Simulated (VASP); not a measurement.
A convergence study with VASP on Mg$_{2}$Sn (antifluorite): one setting is varied, all else stays as given below, so the limit is that of these other settings. Each run relaxes cell and ions from the cell shown. The basis is that of the starting cell, so low cut-offs carry a Pulay error.

```yaml
crystal:
  lattice:
    - [0.00000, 3.38000, 3.38000]
    - [3.38000, 0.00000, 3.38000]
    - [3.38000, 3.38000, 0.00000]
  atoms:
    - { symbol: Mg, position: [0.25000, 0.25000, 0.25000] }
    - { symbol: Mg, position: [0.75000, 0.75000, 0.75000] }
    - { symbol: Sn, position: [0.00000, 0.00000, 0.00000] }
```

Level of theory: PBE GGA, VASP's PBE PAW potentials (set 64) (plane waves; VASP 6.6.1). The tightest run used: 700 eV cut-off, 4×4×4 Γ-centred mesh, Gaussian smearing of 0.050 eV, potentials Mg Sn_d.

| setting | relaxed volume (Å³/atom) | E (eV/atom) | plane waves |
|---|---|---|---|
| ENCUT = 200 | 24.205 | -2.4063 | 531 |
| ENCUT = 250 | 26.261 | -2.4175 | 701 |
| ENCUT = 300 | 26.283 | -2.4174 | 941 |
| ENCUT = 350 | 26.268 | -2.4170 | 1174 |

These are the cheaper rows. Estimate the results at ENCUT = 700, and how far the last row shown lies from them.

```csv
quantity,tightest run,last row shown is off by
relaxed volume (Å³/atom),26.379,-0.111
E (eV/atom),-2.4179,0.0010
```

Left out are rungs that failed or repeat a setting and relaxations that didn't move; long series are thinned to 24 rows.

The compound is Mg2Sn in the antifluorite structure.
